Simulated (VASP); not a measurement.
Runs of VASP 6.6.1 on W. It takes space group Im-3m (No. 229, cubic). Conventional cell: a = 3.165 Å, b = 3.165 Å, c = 3.165 Å, α = 90.00°, β = 90.00°, γ = 90.00°. Around W (site symmetry m-3m) lie 8 W at 2.74 Å. 

```csv
k mesh,cutoff (eV),gap on the mesh (eV),pressure (GPa)
8 × 8 × 8,520,none,(a)
24 × 24 × 24,520,none,6.2
14 × 14 × 14,300,none,5.7
14 × 14 × 14,450,none,6.7
14 × 14 × 14,250,none,-
```

Alike in all rows: task single point; level PBE; potentials or basis VASP PAW PBE potentials, release 64 (W_sv); no spin polarisation; cell as given; smearing gaussian 0.1 eV.

Task: Fill in the values left out.

Result: (a) 6.6.

Caveats: the cutoff is under 1.25 times the usual one of these potentials, so pressure, stress and relaxed cells hold a basis-set (Pulay) error (some runs).

A k mesh can miss the band edges, and the runs leave out spin-orbit coupling on W.

A gap of «none» marks a metal or a gap under the smearing width.

Not every run made on this cell is shown here.
